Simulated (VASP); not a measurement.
Here is the system:

```xyz
5
Lattice="6.1990 0.0000 0.0000 0.0000 6.1990 0.0000 0.0000 0.0000 6.1990" Properties=species:S:1:pos:R:3 pbc="T T T"
Cs     0.0000     0.0000     0.0000
Sn     3.0995     3.0995     3.0995
I      3.0995     0.0000     3.0995
I      0.0000     3.0995     3.0995
I      3.0995     3.0995     0.0000
```

Level of theory: PBE GGA with D4 dispersion, VASP's PBE PAW potentials (set 64) (plane waves; VASP). Run with 520 eV cut-off, 4×4×4 Γ-centred mesh, Gaussian smearing of 0.050 eV, potentials Cs_sv Sn_d I.

Unless said otherwise, spin-orbit coupling is left out, though it shifts the bands of the heavy elements here.

Estimate the energy per atom (σ→0), band gap (on the k-mesh) with the smallest direct gap where there is one.

```
Item                                         Result
-----------------------------------  --------------
band gap (on the k-mesh)                    0.29 eV
smallest direct gap (on the k-mesh)         0.29 eV
energy per atom (σ→0)                -3052 meV/atom
```

Total energies compare only between runs with the same potentials, cut-off and functional.

The compound is CsSnI3 in the cubic perovskite structure, the ideal cubic form; the compound distorts at low or room temperature. It was relaxed first. The start is the result of an earlier pass.
